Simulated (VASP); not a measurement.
Computed with LDA (Ceperley-Alder, Perdew-Zunger), VASP's LDA PAW potentials (set 64) (plane waves; VASP).

The input files of a VASP run:

### QPOINTS
```
k-points along high-symmetry lines
8
Line-mode
Cartesian
  0.000000   0.000000   0.000000 ! GAMMA
  0.159848   0.092288   0.000000 ! M

  0.159848   0.092288   0.000000 ! M
  0.106565   0.184576   0.000000 ! K

  0.106565   0.184576   0.000000 ! K
  0.000000   0.000000   0.000000 ! GAMMA

  0.000000   0.000000   0.000000 ! GAMMA
  0.000000   0.000000   0.029483 ! A

  0.000000   0.000000   0.029483 ! A
  0.159848   0.092288   0.029483 ! L

  0.159848   0.092288   0.029483 ! L
  0.106565   0.184576   0.029483 ! H

  0.106565   0.184576   0.029483 ! H
  0.000000   0.000000   0.029483 ! A

  0.159848   0.092288   0.029483 ! L
  0.159848   0.092288   0.000000 ! M

  0.106565   0.184576   0.029483 ! H
  0.106565   0.184576   0.000000 ! K
```

### INCAR
```
SYSTEM  =  WS2
PREC  =  Accurate; ENCUT  =  400; LREAL  =  .FALSE.
LASPH  =  .TRUE.
EDIFF  =  1E-7; NELM  =  100; ALGO  =  Normal
LMAXMIX  =  6
ISMEAR  =  0; SIGMA  =  0.05
IBRION  =  6; NSW  =  1; ISIF  =  2
POTIM  =  0.015; NFREE  =  2
LWAVE  =  .FALSE.; LCHARG  =  .FALSE.
LPHON_DISPERSION  =  .TRUE.
```

**POSCAR**
```
WS2
1
    9.3839271258     0.0000000000     0.0000000000
   -4.6919635632     8.1267187281     0.0000000000
    0.0000000000     0.0000000000    16.9587005920
W S
9 18
Direct
  0.0000000000   0.0000000000   0.0000000000
  0.0000000000   0.3333333333   0.0000000000
  0.0000000000   0.6666666667   0.0000000000
  0.3333333333   0.0000000000   0.0000000000
  0.3333333333   0.3333333333   0.0000000000
  0.3333333333   0.6666666667   0.0000000000
  0.6666666667   0.0000000000   0.0000000000
  0.6666666667   0.3333333333   0.0000000000
  0.6666666667   0.6666666667   0.0000000000
  0.1111110000   0.2222223333   0.9079030396
  0.1111110000   0.5555556667   0.9079030396
  0.1111110000   0.8888890000   0.9079030396
  0.4444443333   0.2222223333   0.9079030396
  0.4444443333   0.5555556667   0.9079030396
  0.4444443333   0.8888890000   0.9079030396
  0.7777776667   0.2222223333   0.9079030396
  0.7777776667   0.5555556667   0.9079030396
  0.7777776667   0.8888890000   0.9079030396
  0.1111110000   0.2222223333   0.0920969604
  0.1111110000   0.5555556667   0.0920969604
  0.1111110000   0.8888890000   0.0920969604
  0.4444443333   0.2222223333   0.0920969604
  0.4444443333   0.5555556667   0.0920969604
  0.4444443333   0.8888890000   0.0920969604
  0.7777776667   0.2222223333   0.0920969604
  0.7777776667   0.5555556667   0.0920969604
  0.7777776667   0.8888890000   0.0920969604
```

### KPOINTS
```
kpoints
0
Gamma
  2 2 1
0 0 0
```

POTCAR, in this order: W_sv S (LDA.64 set). Program: vasp_std.

Output of the run:

File OUTCAR:
```
 ion  position               nearest neighbor table
   1  0.000  0.000  0.000-  12 2.39  21 2.39  19 2.39  10 2.39  18 2.39  27 2.39   5 3.13   9 3.13
                             2 3.13   3 3.13   7 3.13   4 3.13
   2  0.000  0.333  0.000-  10 2.39  19 2.39  11 2.39  20 2.39  16 2.39  25 2.39   7 3.13   1 3.13
                             6 3.13   3 3.13   5 3.13   8 3.13
   3  0.000  0.667  0.000-  11 2.39  20 2.39  12 2.39  21 2.39  17 2.39  26 2.39   4 3.13   1 3.13
                             8 3.13   2 3.13   6 3.13   9 3.13
   4  0.333  0.000  0.000-  15 2.39  24 2.39  22 2.39  13 2.39  12 2.39  21 2.39   3 3.13   5 3.13
                             6 3.13   8 3.13   1 3.13   7 3.13
   5  0.333  0.333  0.000-  13 2.39  22 2.39  14 2.39  23 2.39  10 2.39  19 2.39   1 3.13   4 3.13
                             9 3.13   6 3.13   2 3.13   8 3.13
   6  0.333  0.667  0.000-  14 2.39  23 2.39  15 2.39  24 2.39  11 2.39  20 2.39   4 3.13   2 3.13
                             7 3.13   5 3.13   3 3.13   9 3.13
   7  0.667  0.000  0.000-  18 2.39  27 2.39  25 2.39  16 2.39  15 2.39  24 2.39   2 3.13   8 3.13
                             9 3.13   6 3.13   1 3.13   4 3.13
   8  0.667  0.333  0.000-  16 2.39  25 2.39  17 2.39  26 2.39  13 2.39  22 2.39   7 3.13   3 3.13
                             4 3.13   9 3.13   2 3.13   5 3.13
   9  0.667  0.667  0.000-  17 2.39  26 2.39  18 2.39  27 2.39  14 2.39  23 2.39   1 3.13   7 3.13
                             5 3.13   8 3.13   3 3.13   6 3.13
  10  0.111  0.222  0.908-   2 2.39   1 2.39   5 2.39
  11  0.111  0.556  0.908-   3 2.39   2 2.39   6 2.39
  12  0.111  0.889  0.908-   1 2.39   3 2.39   4 2.39
  13  0.444  0.222  0.908-   5 2.39   4 2.39   8 2.39
  14  0.444  0.556  0.908-   6 2.39   5 2.39   9 2.39
  15  0.444  0.889  0.908-   4 2.39   6 2.39   7 2.39
  16  0.778  0.222  0.908-   8 2.39   7 2.39   2 2.39
  17  0.778  0.556  0.908-   9 2.39   8 2.39   3 2.39
  18  0.778  0.889  0.908-   7 2.39   9 2.39   1 2.39
  19  0.111  0.222  0.092-   2 2.39   1 2.39   5 2.39
  20  0.111  0.556  0.092-   3 2.39   2 2.39   6 2.39
  21  0.111  0.889  0.092-   1 2.39   3 2.39   4 2.39
  22  0.444  0.222  0.092-   5 2.39   4 2.39   8 2.39
  23  0.444  0.556  0.092-   6 2.39   5 2.39   9 2.39
  24  0.444  0.889  0.092-   4 2.39   6 2.39   7 2.39
  25  0.778  0.222  0.092-   8 2.39   7 2.39   2 2.39
  26  0.778  0.556  0.092-   9 2.39   8 2.39   3 2.39
  27  0.778  0.889  0.092-   7 2.39   9 2.39   1 2.39
  LATTYP: Found a hexagonal cell.
 ALAT       =     9.3839271258
 C/A-ratio  =     1.8072071921
...
```

**OSZICAR**
```
...
DAV:   6    -0.235341524308E+03    0.15454E-05   -0.11685E-05  1316   0.204E-02    0.123E-02
DAV:   7    -0.235341524279E+03    0.29075E-07   -0.14031E-06  1344   0.486E-03    0.829E-03
DAV:   8    -0.235341524089E+03    0.18929E-06   -0.83316E-07  1244   0.274E-03    0.253E-03
DAV:   9    -0.235341524145E+03   -0.55195E-07   -0.39810E-07  1152   0.205E-03
   2 F= -.23534152E+03 E0= -.23534152E+03  d E =-.712480E-21
       N       E                     dE             d eps       ncg     rms          rms(c)
DAV:   1    -0.235316815404E+03    0.24709E-01   -0.16259E+00  1176   0.690E+00    0.565E-01
DAV:   2    -0.235341528896E+03   -0.24713E-01   -0.27314E-01  1156   0.137E+00    0.244E-01
DAV:   3    -0.235341562003E+03   -0.33107E-04   -0.50132E-03  1376   0.231E-01    0.118E-01
DAV:   4    -0.235341543529E+03    0.18473E-04   -0.68407E-04  1368   0.119E-01    0.554E-02
DAV:   5    -0.235341527225E+03    0.16305E-04   -0.20669E-04  1360   0.809E-02    0.413E-02
DAV:   6    -0.235341526104E+03    0.11210E-05   -0.21978E-05  1352   0.205E-02    0.271E-02
DAV:   7    -0.235341524780E+03    0.13235E-05   -0.50870E-06  1504   0.736E-03    0.171E-02
DAV:   8    -0.235341524547E+03    0.23305E-06   -0.28174E-06  1296   0.600E-03    0.377E-03
DAV:   9    -0.235341524656E+03   -0.10853E-06   -0.84663E-07  1336   0.439E-03    0.384E-03
DAV:  10    -0.235341524745E+03   -0.89669E-07   -0.13402E-07   808   0.199E-03
   3 F= -.23534152E+03 E0= -.23534152E+03  d E =-.180017E-21
       N       E                     dE             d eps       ncg     rms          rms(c)
DAV:   1    -0.235320501638E+03    0.21023E-01   -0.13450E+00   588   0.680E+00    0.374E-01
DAV:   2    -0.235341326091E+03   -0.20824E-01   -0.22434E-01   560   0.137E+00    0.195E-01
DAV:   3    -0.235341345867E+03   -0.19776E-04   -0.39061E-03   696   0.188E-01    0.933E-02
DAV:   4    -0.235341293250E+03    0.52617E-04   -0.46376E-04   696   0.685E-02    0.501E-02
DAV:   5    -0.235341275552E+03    0.17698E-04   -0.92725E-05   720   0.465E-02    0.270E-02
DAV:   6    -0.235341264513E+03    0.11039E-04   -0.37062E-05   664   0.313E-02    0.116E-02
DAV:   7    -0.235341262107E+03    0.24062E-05   -0.74688E-06   688   0.131E-02    0.650E-03
DAV:   8    -0.235341261081E+03    0.10265E-05   -0.14883E-06   704   0.390E-03    0.452E-03
DAV:   9    -0.235341259858E+03    0.12226E-05   -0.74929E-07   640   0.331E-03    0.151E-03
DAV:  10    -0.235341259523E+03    0.33527E-06   -0.29564E-07   528   0.200E-03    0.227E-03
DAV:  11    -0.235341259496E+03    0.26448E-07   -0.43795E-08   400   0.983E-04
   4 F= -.23534126E+03 E0= -.23534126E+03  d E =-.234544E-20
       N       E                     dE             d eps       ncg     rms          rms(c)
DAV:   1    -0.235304116261E+03    0.37143E-01   -0.28799E+00   588   0.864E+00    0.663E-01
DAV:   2    -0.235341452722E+03   -0.37336E-01   -0.42193E-01   588   0.144E+00    0.286E-01
DAV:   3    -0.235341321295E+03    0.13143E-03   -0.84190E-03   680   0.268E-01    0.132E-01
DAV:   4    -0.235341265195E+03    0.56100E-04   -0.11400E-03   704   0.842E-02    0.717E-02
DAV:   5    -0.235341260230E+03    0.49655E-05   -0.13234E-04   704   0.430E-02    0.476E-02
DAV:   6    -0.235341262435E+03   -0.22049E-05   -0.51656E-05   664   0.320E-02    0.178E-02
DAV:   7    -0.235341259908E+03    0.25269E-05   -0.11610E-05   688   0.173E-02    0.146E-02
DAV:   8    -0.235341258791E+03    0.11173E-05   -0.32256E-06   680   0.605E-03    0.916E-03
DAV:   9    -0.235341258685E+03    0.10593E-06   -0.22126E-06   672   0.405E-03    0.373E-03
DAV:  10    -0.235341258808E+03   -0.12299E-06   -0.35237E-07   568   0.229E-03    0.414E-03
DAV:  11    -0.235341258882E+03   -0.74055E-07   -0.54069E-08   400   0.131E-03
   5 F= -.23534126E+03 E0= -.23534126E+03  d E =-.235337E-20
       N       E                     dE             d eps       ncg     rms          rms(c)
DAV:   1    -0.235331374355E+03    0.98845E-02   -0.96146E-01  1152   0.416E+00    0.402E-01
DAV:   2    -0.235343239807E+03   -0.11865E-01   -0.12678E-01  1168   0.942E-01    0.176E-01
DAV:   3    -0.235343295040E+03   -0.55234E-04   -0.23721E-03  1400   0.144E-01    0.101E-01
DAV:   4    -0.235343274701E+03    0.20340E-04   -0.36014E-04  1352   0.750E-02    0.488E-02
DAV:   5    -0.235343267894E+03    0.68071E-05   -0.11632E-04  1368   0.568E-02    0.291E-02
DAV:   6    -0.235343267135E+03    0.75849E-06   -0.13657E-05  1360   0.196E-02    0.213E-02
DAV:   7    -0.235343266336E+03    0.79910E-06   -0.26159E-06  1384   0.596E-03    0.121E-02
DAV:   8    -0.235343265951E+03    0.38549E-06   -0.18602E-06  1248   0.482E-03    0.381E-03
DAV:   9    -0.235343265963E+03   -0.12340E-07   -0.60060E-07  1200   0.308E-03
   6 F= -.23534327E+03 E0= -.23534327E+03  d E =-.907271E-21
       N       E                     dE             d eps       ncg     rms          rms(c)
DAV:   1    -0.235340668964E+03    0.25970E-02   -0.72822E-01  1136   0.147E+00    0.492E-01
DAV:   2    -0.235343374196E+03   -0.27052E-02   -0.31145E-02  1328   0.433E-01    0.213E-01
DAV:   3    -0.235343316665E+03    0.57531E-04   -0.12327E-03  1496   0.128E-01    0.130E-01
DAV:   4    -0.235343309799E+03    0.68656E-05   -0.56622E-04  1320   0.118E-01    0.722E-02
DAV:   5    -0.235343271120E+03    0.38679E-04   -0.26376E-04  1376   0.865E-02    0.215E-02
DAV:   6    -0.235343265687E+03    0.54335E-05   -0.31292E-05  1344   0.192E-02    0.161E-02
DAV:   7    -0.235343265660E+03    0.27117E-07   -0.52221E-06  1368   0.803E-03    0.829E-03
DAV:   8    -0.235343265624E+03    0.35892E-07   -0.57142E-07  1280   0.343E-03
   7 F= -.23534327E+03 E0= -.23534327E+03  d E =-.122011E-20
       N       E                     dE             d eps       ncg     rms          rms(c)
DAV:   1    -0.235340768399E+03    0.24973E-02   -0.49649E-01   560   0.121E+00    0.457E-01
DAV:   2    -0.235342628307E+03   -0.18599E-02   -0.19821E-02   656   0.313E-01    0.163E-01
DAV:   3    -0.235342684652E+03   -0.56346E-04   -0.73573E-04   744   0.827E-02    0.101E-01
DAV:   4    -0.235342743391E+03   -0.58739E-04   -0.23482E-04   672   0.708E-02    0.395E-02
DAV:   5    -0.235342756642E+03   -0.13250E-04   -0.10425E-04   680   0.562E-02    0.169E-02
DAV:   6    -0.235342755070E+03    0.15717E-05   -0.11738E-05   672   0.152E-02    0.134E-02
DAV:   7    -0.235342756892E+03   -0.18224E-05   -0.22378E-06   736   0.380E-03    0.834E-03
DAV:   8    -0.235342760098E+03   -0.32056E-05   -0.41502E-07   584   0.204E-03    0.543E-03
DAV:   9    -0.235342763634E+03   -0.35363E-05   -0.45984E-07   592   0.217E-03    0.130E-03
DAV:  10    -0.235342764426E+03   -0.79149E-06   -0.76218E-08   416   0.854E-04    0.586E-04
DAV:  11    -0.235342764893E+03   -0.46737E-06   -0.62976E-09   352   0.521E-04    0.389E-04
DAV:  12    -0.235342765764E+03   -0.87102E-06   -0.30883E-08   392   0.875E-04    0.191E-04
DAV:  13    -0.235342765861E+03   -0.97396E-07   -0.51246E-09   352   0.393E-04
   8 F= -.23534277E+03 E0= -.23534277E+03  d E =-.686135E-21
       N       E                     dE             d eps       ncg     rms          rms(c)
DAV:   1    -0.235339051680E+03    0.37141E-02   -0.10131E+00   560   0.157E+00    0.728E-01
DAV:   2    -0.235343141519E+03   -0.40898E-02   -0.48632E-02   688   0.462E-01    0.250E-01
DAV:   3    -0.235343032811E+03    0.10871E-03   -0.14683E-03   736   0.125E-01    0.180E-01
DAV:   4    -0.235342978416E+03    0.54395E-04   -0.51472E-04   672   0.935E-02    0.652E-02
DAV:   5    -0.235342975158E+03    0.32578E-05   -0.24696E-04   712   0.842E-02    0.358E-02
DAV:   6    -0.235342963584E+03    0.11575E-04   -0.39119E-05   704   0.334E-02    0.274E-02
DAV:   7    -0.235342964010E+03   -0.42617E-06   -0.66243E-06   688   0.679E-03    0.210E-02
DAV:   8    -0.235342963814E+03    0.19595E-06   -0.71129E-07   672   0.311E-03    0.147E-02
DAV:   9    -0.235342963818E+03   -0.37617E-08   -0.60457E-07   600   0.185E-03
   9 F= -.23534296E+03 E0= -.23534296E+03  d E =-.344899E-20
```

File OUTCAR:
```
------------------------ aborting loop because EDIFF is reached ----------------------------------------
  FORCE on cell =-STRESS in cart. coord.  units (eV):
  Direction    XX          YY          ZZ          XY          YZ          ZX
  --------------------------------------------------------------------------------------
  Total       -0.1998559     -0.1998559     -0.5896521      0.0000000     -0.0000000     -0.0000000
  in kB       -0.2475912     -0.2475911     -0.7304895      0.0000000     -0.0000000     -0.0000000
  external PRESSURE =      -0.4085573 kB  Pullay stress =       0.0000000 kB
  volume of cell :     1293.28
      direct lattice vectors                 reciprocal lattice vectors
     9.383927126  0.000000000  0.000000000     0.106565192  0.061525447  0.000000000
    -4.691963563  8.126718728  0.000000000     0.000000000  0.123050893  0.000000000
     0.000000000  0.000000000 16.958700592     0.000000000  0.000000000  0.058966782
 POSITION                                       TOTAL-FORCE (eV/Angst)
 -----------------------------------------------------------------------------------
      0.00000      0.00000      0.00000        -0.000000      0.060344     -0.077266
     -1.56399      2.70891      0.00000         0.052259     -0.030172     -0.077266
     -3.12798      5.41781      0.00000        -0.000299     -0.000173     -0.002250
      3.12798      0.00000      0.00000        -0.002276      0.001314     -0.004203
      1.56399      2.70891      0.00000        -0.052259     -0.030172     -0.077266
     -0.00000      5.41781      0.00000         0.000000     -0.002629     -0.004203
      6.25595      0.00000      0.00000         0.002276      0.001314     -0.004203
      4.69196      2.70891      0.00000        -0.000000      0.000346     -0.002250
      3.12798      5.41781      0.00000         0.000299     -0.000173     -0.002250
     -0.00000      1.80594     15.38186         0.000000     -0.000000      0.238665
     -1.56399      4.51484     15.39686        -0.001111      0.001740      0.000620
     -3.12798      7.22375     15.39686         0.000951     -0.001832      0.000620
      3.12797      1.80594     15.39686         0.002062      0.000092      0.000620
      1.56399      4.51484     15.39686         0.001111      0.001740      0.000620
     -0.00000      7.22375     15.39686         0.000000     -0.000000     -0.005582
      6.25595      1.80594     15.39686        -0.002062      0.000092      0.000620
      4.69196      4.51484     15.39686         0.000000     -0.000000     -0.005559
      3.12797      7.22375     15.39686        -0.000951     -0.001832      0.000620
     -0.00000      1.80594      1.56184         0.000000     -0.000000     -0.022502
     -1.56399      4.51484      1.56184        -0.000768     -0.003546      0.004708
     -3.12798      7.22375      1.56184        -0.003456      0.001108      0.004708
      3.12797      1.80594      1.56184        -0.002687      0.002439      0.004708
      1.56399      4.51484      1.56184         0.000768     -0.003546      0.004708
     -0.00000      7.22375      1.56184         0.000000     -0.000000      0.007099
      6.25595      1.80594      1.56184         0.002687      0.002439      0.004708
      4.69196      4.51484      1.56184         0.000000      0.000000      0.007067
      3.12797      7.22375      1.56184         0.003456      0.001108      0.004708
 -----------------------------------------------------------------------------------
    total drift:                                0.013694     -0.007928      0.000109
  FREE ENERGIE OF THE ION-ELECTRON SYSTEM (eV)
  ---------------------------------------------------
  free  energy   TOTEN  =      -235.3429638176 eV

  energy  without entropy=     -235.3429638176  energy(sigma->0) =     -235.34296382
```
(Selected blocks of OUTCAR.)

The cell holds a wide vacuum, so values per volume refer to the whole cell.

The cell is a supercell, built from a database entry that may be metastable or hypothetical.
